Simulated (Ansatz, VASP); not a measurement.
**Two plane-wave programs on Ni3Hg**

The input INCAR:

```
SYSTEM = Ni3Hg
PREC     = Accurate       ! precision mode
ENCUT    = 520            ! plane-wave cutoff, eV
EDIFF    = 1E-7           ! SCF threshold, eV
ISMEAR   = -1             ! smearing method
SIGMA    = 0.05           ! smearing width, eV
LREAL    = .FALSE.        ! projectors in reciprocal space
LASPH    = .TRUE.         ! aspherical terms in the spheres
NELM     = 150            ! most SCF steps
ALGO     = Normal         ! electronic algorithm
ISIF     = 2              ! what is computed and relaxed
LWAVE    = .FALSE.        ! write WAVECAR
LCHARG   = .FALSE.        ! write CHGCAR
ISPIN    = 2              ! spin polarisation
MAGMOM   = 0 1 1 1        ! initial moments
LORBIT   = 11             ! projections on sites
LMAXMIX  = 4              ! l up to which the mixer works
GGA      = PE             ! functional
NBANDS   = 33             ! bands
```

File KPOINTS:

```
regular mesh
0
G
  7 7 7
  0 0 0
```

The input POSCAR:

```
Ni3Hg
1.0
    3.7449110000      0.0000000000      0.0000000000
    0.0000000000      3.7449110000      0.0000000000
    0.0000000000      0.0000000000      3.7449110000
Hg Ni
1 3
Direct
    0.0000000000      0.0000000000      0.0000000000
    0.5000000000      0.5000000000      0.0000000000
    0.5000000000      0.0000000000      0.5000000000
    0.0000000000      0.5000000000      0.5000000000
```

The input input.yaml:

```yaml
crystal:
  lattice:
    - [3.744911, 0.0, 0.0]
    - [0.0, 3.744911, 0.0]
    - [0.0, 0.0, 3.744911]
  atoms:
    - { symbol: Hg, position: [0.0, 0.0, 0.0] }
    - { symbol: Ni, position: [0.5, 0.5, 0.0], spin: 1.0 }
    - { symbol: Ni, position: [0.5, 0.0, 0.5], spin: 1.0 }
    - { symbol: Ni, position: [0.0, 0.5, 0.5], spin: 1.0 }
hamiltonian:
  xc: pbe
  pseudopotentials: { kind: paw }
magnetization:
  spin_polarized: true
kpoints:
  mp_grid: { grid: [7, 7, 7] }
scf:
  occupations: { method: fermi_dirac, width: 0.05 }
output:
  forces: true
  stress: true
  eigenvalues: true
```

The cell comes from a database or a generator and needn't be the stable form of this composition.

Alike in both runs: task single point; functional PBE; k mesh 7 × 7 × 7; occupations fermi-dirac, width 0.05 eV; collinear spin, ferromagnetic start.

|  | VASP | Ansatz |
| --- | --- | --- |
| version | VASP 6.6.1 | Ansatz 0.2.0 |
| potentials or method | VASP PAW PBE potentials, release 64 (Hg, Ni) | Ansatz PAW |
| plane-wave cutoff (eV) | 520 | 420 |
| valence electrons in the cell | 42 | 74 |

Ansatz gave:

```
gap on the k mesh at the Fermi level (eV)                     : none
pressure (GPa)                                                : 1.0
net moment per atom (μB)                                      : 0.28
size of the moment on the site where the two differ most (μB) : 0.40
```

Estimate VASP's values.

gap on the k mesh at the Fermi level (eV): none; pressure (GPa): 2.0; net moment per atom (μB): 0.27; size of the moment on the site where the two differ most (μB): 0.38.

Site moments also hang on the region over which each program counts them. A gap of «none» marks a metal or a gap that the smearing closes. The two sets of potentials don't hold the same shells in valence.

Spin-orbit coupling is left out, which matters for the levels of Hg.
